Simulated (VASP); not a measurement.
# PdC (Pm-3m) in VASP: a series of runs

One crystal, PdC, is run at these levels: PBE; tasks: single point, relaxation of cell and atoms.

Program: VASP 6.6.1. These are calculated values, not measurements. Logs are shortened: lines on timing, memory, paths and dates and some standing lists are left out, and cuts for length are marked.

## 1. The cell of the first run

Symmetry: Pm-3m, No. 221, cubic system. The conventional cell has a = 2.772 Å, b = 2.772 Å, c = 2.772 Å, α = 90.00°, β = 90.00°, γ = 90.00°. Around Pd (site symmetry m-3m) lie 8 C at 2.40 Å. C (site symmetry m-3m) is surrounded by 8 Pd at 2.40 Å.

The cell was built by a generator and needn't be a form met in nature.

## 2. Single point, PBE (random cell by space group and Wyckoff sites (Pm-3m, No. 221))

Contents of INCAR:

```
PREC = Accurate
ENCUT = 520
EDIFF = 1E-7
ISMEAR = 0
SIGMA = 0.1
LREAL = F
LASPH = T
NELM = 80
ALGO = Normal
ISIF = 2
LWAVE = F
LCHARG = F
GGA = PE
NBANDS = 14
```

Contents of KPOINTS:

```
regular mesh
0
Gamma
  20 20 20
```

Contents of POSCAR:

```
PdC
1.0
    2.7719073657      0.0000000000      0.0000000000
    0.0000000000      2.7719073657      0.0000000000
    0.0000000000      0.0000000000      2.7719073657
Pd C
1 1
Direct
    0.0000000000      0.0000000000      0.0000000000
    0.5000000000      0.5000000000      0.5000000000
```

Potentials or basis: VASP PAW PBE potentials, release 64 (Pd, C).

Started as:

```console
$ cat potpaw_PBE.64/Pd/POTCAR potpaw_PBE.64/C/POTCAR > POTCAR
$ mpirun -np 1 vasp_std > vasp.out
```

OUTCAR:

```text
PREC = Accurate
   ENCUT = 520
   EDIFF = 1E-7
   ISMEAR = 0
   LREAL = F
   LASPH = T
   NELM = 80
   ISIF = 2
   GGA = PE

 ion  position               nearest neighbor table
   1  0.000  0.000  0.000-   2 2.40   2 2.40   2 2.40   2 2.40   2 2.40   2 2.40   2 2.40   2 2.40

   2  0.500  0.500  0.500-   1 2.40   1 2.40   1 2.40   1 2.40   1 2.40   1 2.40   1 2.40   1 2.40

  LATTYP: Found a simple cubic cell.
 ALAT       =     2.7719073657

  Lattice vectors:

 A1 = (   2.7719073657,   0.0000000000,   0.0000000000)
 A2 = (   0.0000000000,   2.7719073657,   0.0000000000)
 A3 = (   0.0000000000,   0.0000000000,   2.7719073657)

Analysis of symmetry for initial positions (statically):
=====================================================================
 Subroutine PRICEL returns:
 Original cell was already a primitive cell.

 Routine SETGRP: Setting up the symmetry group for a
 simple cubic supercell.

 Subroutine GETGRP returns: Found 48 space group operations
 (whereof 48 operations were pure point group operations)
 out of a pool of 48 trial point group operations.

The static configuration has the point symmetry O_h .

Analysis of symmetry for dynamics (positions and initial velocities):
=====================================================================
 Subroutine PRICEL returns:
 Original cell was already a primitive cell.

 Routine SETGRP: Setting up the symmetry group for a
 simple cubic supercell.

 Subroutine GETGRP returns: Found 48 space group operations
 (whereof 48 operations were pure point group operations)
 out of a pool of 48 trial point group operations.

The dynamic configuration has the point symmetry O_h .

 Subroutine INISYM returns: Found 48 space group operations
 (whereof 48 operations are pure point group operations),
 and found     1 'primitive' translations

----------------------------------------------------------------------------------------

                                     Primitive cell

  volume of cell :      21.2979

  direct lattice vectors                    reciprocal lattice vectors
     2.771907366  0.000000000  0.000000000     0.360762417  0.000000000  0.000000000
     0.000000000  2.771907366  0.000000000     0.000000000  0.360762417  0.000000000
     0.000000000  0.000000000  2.771907366     0.000000000  0.000000000  0.360762417

  length of vectors
     2.771907366  2.771907366  2.771907366     0.360762417  0.360762417  0.360762417

  position of ions in fractional coordinates (direct lattice)
     0.000000000  0.000000000  0.000000000
[... 91 lines left out ...]
   EMIN   =  10.00;   EMAX   =-10.00  energy-range for DOS
   EFERMI =   0.00;   METHOD = LEGACY
   ISMEAR =     0;   SIGMA  =   0.10  broadening in eV -4-tet -1-fermi 0-gaus
   EFERMI_NEDOS =   21; number of points for ismear=-14 and -15
   IALGO  =     38    algorithm
   IMIX   =      4    mixing-type and parameters
     AMIX     =   0.40;   BMIX     =  1.00
     AMIX_MAG =   1.60;   BMIX_MAG =  1.00
  volume/ion in A,a.u.               =      10.65        71.86
  Fermi-wavevector in a.u.,A,eV,Ry     =   1.423439  2.689909 27.567825  2.026178
  Thomas-Fermi vector in A             =   2.544036
   LORBIT       =      0    0 simple, 1 ext, 2 COOP (PROOUT), +10 PAW based schemes
   GGA     = PE    functional components
   LHFCALC =     F    Hartree Fock is set to
   AEXX    =    0.0000 exact exchange contribution
   IVDW    =     0    specifies the selected vdW correction
   LEPSILON=     F    determine dielectric tensor
   LRPA    =     F    only Hartree local field effects (RPA)
 non-spin polarized calculation
 Gauss-broadening in eV      SIGMA  =   0.10
  energy-cutoff  :      520.00
  volume of cell :       21.30
 maximum number of plane-waves:       592
 NGX is ok and might be reduce to    24
   NGX = 11   NGY = 11   NGZ = 11

 number of electron      14.0000004 magnetization

 Free energy of the ion-electron system (eV)
  ---------------------------------------------------
  ext. energy  EPLUGINS =         0.00000000
  ---------------------------------------------------
  free energy    TOTEN  =       -10.81160689 eV

  energy without entropy =      -10.80564448  energy(sigma->0) =      -10.80862568

 E-fermi :   9.9078     XC(G=0): -13.2295

 val. band max:        9.8893590862   @ k =   0.3000   0.3000   0.1000
 cond. band min:       9.9127641833   @ k =   0.4500   0.4000   0.2000
 fundamental gap:      0.0234050971
 Fermi energy:         9.9078491953

 k-point     1 :       0.0000    0.0000    0.0000
  band No.  band energies     occupation
      1      -3.8011      2.00000
      2       4.6646      2.00000
      3       4.6646      2.00000
      4       8.0339      2.00000
      5       8.0339      2.00000
      6       8.0339      2.00000
      7      10.3759      0.00000
      8      10.3759      0.00000
      9      10.3759      0.00000
     10      16.5042      0.00000
     11      25.2405      0.00000
     12      25.2405      0.00000
     13      31.2381      0.00000
     14      31.2381      0.00000
[... 377 lines left out ...]
      1      -2.9851      2.00000
      2       4.6429      2.00000
      3       4.8841      2.00000
      4       6.6321      2.00000
      5       6.9485      2.00000
      6       7.9171      2.00000
      7       9.4399      2.00000
      8      11.2236      0.00000
      9      11.9285      0.00000
     10      18.1294      0.00000
     11      24.3745      0.00000
     12      25.2547      0.00000
     13      27.7846      0.00000
     14      29.0090      0.00000

 [... further k-points ...]

------------------------ aborting loop because EDIFF is reached ----------------------------------------

  FORCE on cell =-STRESS in cart. coord.  units (eV):
  Direction    XX          YY          ZZ          XY          YZ          ZX
  --------------------------------------------------------------------------------------
  -------------------------------------------------------------------------------------
  Total       -0.0219545     -0.0219545     -0.0219545     -0.0000000      0.0000000      0.0000000
  in kB       -1.6515723     -1.6515723     -1.6515723     -0.0000000      0.0000000      0.0000000
  external PRESSURE =      -1.6515723 kB  Pullay stress =       0.0000000 kB

 VOLUME and BASIS-vectors are now :
 -----------------------------------------------------------------------------
  energy-cutoff  :      520.00
  volume of cell :       21.30
      direct lattice vectors                 reciprocal lattice vectors
     2.771907366  0.000000000  0.000000000     0.360762417  0.000000000  0.000000000
     0.000000000  2.771907366  0.000000000     0.000000000  0.360762417  0.000000000
     0.000000000  0.000000000  2.771907366     0.000000000  0.000000000  0.360762417

 POSITION                                       TOTAL-FORCE (eV/Angst)
 -----------------------------------------------------------------------------------
      0.00000      0.00000      0.00000         0.000000      0.000000      0.000000
      1.38595      1.38595      1.38595         0.000000      0.000000      0.000000
 -----------------------------------------------------------------------------------
    total drift:                                0.000000      0.000000     -0.000000

  FREE ENERGIE OF THE ION-ELECTRON SYSTEM (eV)
  ---------------------------------------------------
  free  energy   TOTEN  =       -10.8116068908 eV

  energy  without entropy=      -10.8056444772  energy(sigma->0) =      -10.80862568
```

OSZICAR:

```text
N       E                     dE             d eps       ncg     rms          rms(c)
DAV:   1     0.585313117915E+02    0.58531E+02   -0.68331E+03  8032   0.945E+02
DAV:   2    -0.104253350816E+02   -0.68957E+02   -0.64027E+02 10000   0.205E+02
DAV:   3    -0.120464017581E+02   -0.16211E+01   -0.16076E+01  9526   0.314E+01
DAV:   4    -0.120555623937E+02   -0.91606E-02   -0.91596E-02  9628   0.268E+00
DAV:   5    -0.120556825544E+02   -0.12016E-03   -0.12016E-03  9568   0.286E-01    0.141E+01
DAV:   6    -0.120800383338E+02   -0.24356E-01   -0.20967E+01  9588   0.330E+01    0.131E+01
DAV:   7    -0.108399197228E+02    0.12401E+01   -0.36340E+00  9508   0.164E+01    0.525E+00
DAV:   8    -0.108326189790E+02    0.73007E-02   -0.32468E-01  9214   0.417E+00    0.171E+00
DAV:   9    -0.108120520154E+02    0.20567E-01   -0.84856E-02  9286   0.227E+00    0.285E-01
DAV:  10    -0.108119375915E+02    0.11442E-03   -0.21091E-03  8866   0.373E-01    0.188E-01
DAV:  11    -0.108116275661E+02    0.31003E-03   -0.20824E-03  9502   0.329E-01    0.469E-02
DAV:  12    -0.108116067002E+02    0.20866E-04   -0.12312E-04  9304   0.845E-02    0.530E-03
DAV:  13    -0.108116070818E+02   -0.38158E-06   -0.53304E-06  9484   0.178E-02    0.293E-03
DAV:  14    -0.108116069070E+02    0.17477E-06   -0.51403E-07  7800   0.571E-03    0.120E-03
DAV:  15    -0.108116068908E+02    0.16198E-07   -0.23695E-08  4484   0.132E-03
   1 F= -.10811607E+02 E0= -.10808626E+02  d E =-.596241E-02
```

It took 39 s on 1 thread of Intel Xeon Platinum 8375C at 2.90GHz (Ice Lake), shared host; peak memory 0.21 GiB.

Results:

```yaml
Free_energy: -10.8116 eV
Pressure: -0.2 GPa
Band_gap_on_the_k_mesh: none (metal or under the smearing width)
```

Levels at points of the mesh, in eV from the Fermi level:
| k point | band 3 | band 4 | band 5 | band 6 | band 7 | band 8 | band 9 | band 10 | band 11 | band 12 |
| --- | --- | --- | --- | --- | --- | --- | --- | --- | --- | --- |
| (0.00, 0.00, 0.00) | -5.24 | -1.87 | -1.87 | -1.87 | 0.47 | 0.47 | 0.47 | 6.60 | 15.33 | 15.33 |
| (0.50, 0.00, 0.00) | -4.75 | -4.12 | -4.12 | -1.72 | -0.30 | 3.74 | 3.74 | 9.99 | 11.53 | 12.30 |
| (0.50, 0.50, 0.00) | -4.09 | -4.09 | -2.93 | -2.93 | -0.77 | -0.56 | 1.84 | 6.53 | 13.54 | 13.54 |
| (0.50, 0.50, 0.50) | -7.12 | -7.12 | -0.69 | -0.69 | 3.29 | 3.29 | 3.29 | 6.61 | 6.61 | 6.61 |

## 3. Relaxation of cell and atoms, PBE (random cell by space group and Wyckoff sites (Pm-3m, No. 221))

Contents of INCAR:

```
SYSTEM = PdC
PREC = Accurate
ENCUT = 600
EDIFF = 1E-6
ISMEAR = 0
SIGMA = 0.1
LREAL = .False.
LASPH = .True.
NELM = 80
ALGO = Normal
ISIF = 3
LWAVE = .False.
LCHARG = .False.
GGA = PE
IBRION = 2
NSW = 100
EDIFFG = -0.01
```

Contents of KPOINTS:

```
regular mesh
0
Gamma
  20 20 20
  0 0 0
```

Contents of POSCAR:

```
PdC
1.0
    2.7695109996      0.0000000000      0.0000000000
    0.0000000000      2.7695109996      0.0000000000
    0.0000000000      0.0000000000      2.7695109996
Pd C
1 1
Direct
    0.0000000000      0.0000000000      0.0000000000
    0.5000000000      0.5000000000      0.5000000000
```

Potentials or basis: VASP PAW PBE potentials, release 64 (Pd, C).

Started as:

```console
$ cat potpaw_PBE.64/Pd/POTCAR potpaw_PBE.64/C/POTCAR > POTCAR
$ mpirun -np 1 vasp_std > vasp.out
```

It took 68 s on 1 thread of Intel Xeon Platinum 8375C at 2.90GHz (Ice Lake), shared host; peak memory 0.22 GiB.

It converged, with:

| Item | Value |
| --- | --- |
| Free energy | -10.8121 eV |
| Relaxed volume | 10.63 Å³/atom |
| Relaxed cell | a = 2.771 Å, b = 2.771 Å, c = 2.771 Å, α = 90.00°, β = 90.00°, γ = 90.00° |
| Space group after relaxing (to 0.05 Å) | Pm-3m (No. 221) |
| Energy gained by relaxing | 0.0 meV/atom |
| Ionic steps | 3 |
| Pressure after relaxing | 0.0 GPa |
| Band gap on the k mesh | none (metal or under the smearing width) |

Final structure:
```
CELL_PARAMETERS angstrom
2.77067 0.00000 0.00000
0.00000 2.77067 0.00000
0.00000 0.00000 2.77067
ATOMIC_POSITIONS crystal
Pd 0.00000 0.00000 0.00000
C 0.50000 0.50000 0.50000
```

Levels at points of the mesh, in eV from the Fermi level:
```
           k point  band 5  band 6  band 7  band 8  band 9  band 10
(0.00, 0.00, 0.00)   -1.88   -1.88    0.47    0.47    0.47     6.61
(0.50, 0.00, 0.00)   -4.13   -1.72   -0.30    3.74    3.74    10.01
(0.50, 0.50, 0.00)   -2.93   -2.93   -0.77   -0.56    1.84     6.54
(0.50, 0.50, 0.50)   -0.69   -0.69    3.29    3.29    3.29     6.61
```

## 4. Single point, PBE (random cell by space group and Wyckoff sites (Pm-3m, No. 221))

Contents of INCAR:

```
SYSTEM = PdC
PREC     = Accurate       ! precision mode
ENCUT    = 520            ! plane-wave cutoff, eV
EDIFF    = 1E-7           ! SCF threshold, eV
ISMEAR   = 0              ! smearing method
SIGMA    = 0.1            ! smearing width, eV
LREAL    = .FALSE.        ! projectors in reciprocal space
LASPH    = .TRUE.         ! aspherical terms in the spheres
NELM     = 80             ! most SCF steps
ALGO     = Normal         ! electronic algorithm
ISIF     = 2              ! what is computed and relaxed
LWAVE    = .FALSE.        ! write WAVECAR
LCHARG   = .FALSE.        ! write CHGCAR
GGA      = PE             ! functional
NBANDS   = 14             ! bands
```

Contents of KPOINTS:

```
regular mesh
0
G
  6 6 6
  0 0 0
```

POSCAR is that of step 3.

Started as:

```console
$ cat potpaw_PBE.64/Pd/POTCAR potpaw_PBE.64/C/POTCAR > POTCAR
$ mpirun -np 1 vasp_std > vasp.out
```

Wall time 5.9 s (1 thread of Intel Xeon Platinum 8375C at 2.90GHz (Ice Lake), shared host); peak memory 0.14 GiB.

It converged, with:

| Item | Value |
| --- | --- |
| Free energy | -10.8488 eV |
| Pressure | -0.3 GPa |
| Band gap on the k mesh | none (metal or under the smearing width) |

Levels at points of the mesh, in eV from the Fermi level:
```
           k point  band 4  band 5  band 6  band 7  band 8  band 9  band 10  band 11
(0.00, 0.00, 0.00)   -1.98   -1.98   -1.98    0.36    0.36    0.36     6.53    15.25
(0.50, 0.00, 0.00)   -4.24   -4.24   -1.83   -0.40    3.64    3.64     9.92    11.46
(0.50, 0.50, 0.00)   -4.20   -3.04   -3.04   -0.87   -0.66    1.73     6.44    13.46
(0.50, 0.50, 0.50)   -7.25   -0.79   -0.79    3.20    3.20    3.20     6.51     6.51
```

Caveat: the k mesh is coarse (spacing up to 0.38 Å⁻¹), so the values aren't converged.

## 5. Relaxation of cell and atoms, PBE (random cell by space group and Wyckoff sites (Pm-3m, No. 221))

Contents of INCAR:

```
PREC     = Accurate       # precision mode
ENCUT    = 600            # plane-wave cutoff, eV
EDIFF    = 1E-6           # SCF threshold, eV
ISMEAR   = 0              # smearing method
SIGMA    = 0.1            # smearing width, eV
LREAL    = False          # projectors in reciprocal space
LASPH    = True           # aspherical terms in the spheres
NELM     = 60             # most SCF steps
ALGO     = Normal         # electronic algorithm
ISIF     = 3              # what is computed and relaxed
LWAVE    = False          # write WAVECAR
LCHARG   = False          # write CHGCAR
GGA      = PE             # functional
IBRION   = 2              # ionic algorithm
NSW      = 90             # ionic steps
EDIFFG   = -0.04          # ionic threshold
```

Contents of KPOINTS:

```
Automatic mesh
0
Gamma
  6 6 6
```

Contents of POSCAR:

```
PdC
1.0
    3.0731267600      0.0000000000      0.0000000000
    0.0000000000      3.0731267600      0.0000000000
    0.0000000000      0.0000000000      3.0731267600
Pd C
1 1
Direct
    0.0000000000      0.0000000000      0.0000000000
    0.5000000000      0.5000000000      0.5000000000
```

Started as:

```console
$ cat potpaw_PBE.64/Pd/POTCAR potpaw_PBE.64/C/POTCAR > POTCAR
$ mpirun -np 1 vasp_std > vasp.out
```

Run time: 25 s. Hardware: 1 thread of Intel Xeon Platinum 8375C at 2.90GHz (Ice Lake), shared host; peak memory 0.17 GiB.

The run converged. Its results:

```yaml
Free_energy: -10.8547 eV
Relaxed_volume: 10.58 Å³/atom
Relaxed_cell: a = 2.766 Å, b = 2.766 Å, c = 2.766 Å, α = 90.00°, β = 90.00°, γ = 90.00°
Space_group_after_relaxing_to_0.05_Å: Pm-3m (No. 221)
Energy_gained_by_relaxing: 495.3 meV/atom
Ionic_steps: 4
Pressure_after_relaxing: 0.4 GPa
Band_gap_on_the_k_mesh: none (metal or under the smearing width)
```

The path:
| step | energy change (eV) | largest force (eV/Å) | pressure (GPa) | volume (Å³) |
| --- | --- | --- | --- | --- |
| 1 | 0.0000 | 0.0000 | -29.56 | 29.02 |
| 2 | -0.8279 | 0.0000 | 28.23 | 19.17 |
| 3 | -0.9903 | 0.0000 | -1.07 | 21.31 |
| 4 | -0.9906 | 0.0000 | 0.37 | 21.17 |

Final structure:
```
Pd C
1.0
     2.76627    0.00000    0.00000
     0.00000    2.76627    0.00000
     0.00000    0.00000    2.76627
Pd C
1 1
Direct
  0.00000 0.00000 0.00000
  0.50000 0.50000 0.50000
```

Levels at points of the mesh, in eV from the Fermi level:
| k point | band 3 | band 4 | band 5 | band 6 | band 7 | band 8 | band 9 | band 10 | band 11 |
| --- | --- | --- | --- | --- | --- | --- | --- | --- | --- |
| (0.00, 0.00, 0.00) | -5.38 | -1.99 | -1.99 | -1.99 | 0.36 | 0.36 | 0.36 | 6.57 | 15.27 |
| (0.50, 0.00, 0.00) | -4.88 | -4.25 | -4.25 | -1.83 | -0.39 | 3.66 | 3.66 | 9.95 | 11.51 |
| (0.50, 0.50, 0.00) | -4.22 | -4.22 | -3.05 | -3.05 | -0.86 | -0.64 | 1.74 | 6.47 | 13.49 |
| (0.50, 0.50, 0.50) | -7.28 | -7.28 | -0.79 | -0.79 | 3.22 | 3.22 | 3.22 | 6.53 | 6.53 |

Caveat: the volume moved by over 15 % at a fixed basis, so the end points are rough.

## 6. The runs side by side

| task | cell | k mesh | cutoff (eV) | mesh quality | gap on the mesh (eV) | pressure (GPa) | relaxed volume (Å³/atom) |
| --- | --- | --- | --- | --- | --- | --- | --- |
| single point | random cell by space group and Wyckoff sites (Pm-3m, No. 221) | 20 × 20 × 20 | 520 | not flagged | none | -0.2 | - |
| relaxation of cell and atoms | relaxed from: random cell by space group and Wyckoff sites (Pm-3m, No. 221) | 20 × 20 × 20 | 600 | not flagged | none | 0.0 | 10.63 |
| single point | random cell by space group and Wyckoff sites (Pm-3m, No. 221) | 6 × 6 × 6 | 520 | coarse | none | -0.3 | - |
| relaxation of cell and atoms | relaxed from: random cell by space group and Wyckoff sites (Pm-3m, No. 221) | 6 × 6 × 6 | 600 | not flagged | none | 0.4 | 10.58 |

Alike in all rows: level PBE; potentials or basis VASP PAW PBE potentials, release 64 (Pd, C); no spin polarisation; smearing gaussian 0.1 eV.

Caveats: some runs use coarse meshes; the volume moved by over 15 % at a fixed basis, so the end points are rough (some runs).

Absolute energies hang on the potentials; compare differences alone.
